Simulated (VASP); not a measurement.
Consider the following.

```yaml
crystal:
  lattice:
    - [3.57936, 0.00000, 0.00000]
    - [0.00000, 3.57936, 0.00000]
    - [0.00000, 0.00000, 3.57936]
  atoms:
    - { symbol: Al, position: [0.00000, 0.00000, 0.00000] }
    - { symbol: Ni, position: [0.00000, 0.50000, 0.50000], spin: 0.2 }
    - { symbol: Ni, position: [0.50000, 0.00000, 0.50000], spin: 0.2 }
    - { symbol: Ni, position: [0.50000, 0.50000, 0.00000], spin: 0.2 }
```

Level of theory: rev-vdW-DF2, VASP's PBE PAW potentials (set 64) (plane waves; VASP). Numerical set-up: 520 eV cut-off, 9×9×9 Γ-centred mesh, first-order Methfessel-Paxton smearing of 0.10 eV, potentials Al Ni.

**Question.** Give the stress tensor in GPa (positive for a compressed cell).

**Answer.** 
```
-5.49   0.00   0.00
 0.00  -5.49   0.00
 0.00   0.00  -5.49
```
The pressure is its mean diagonal, -5.49 GPa.

The compound is Ni3Al in the L1_2 structure. This cell is one point of a volume scan, at 1.03 of the reference volume.
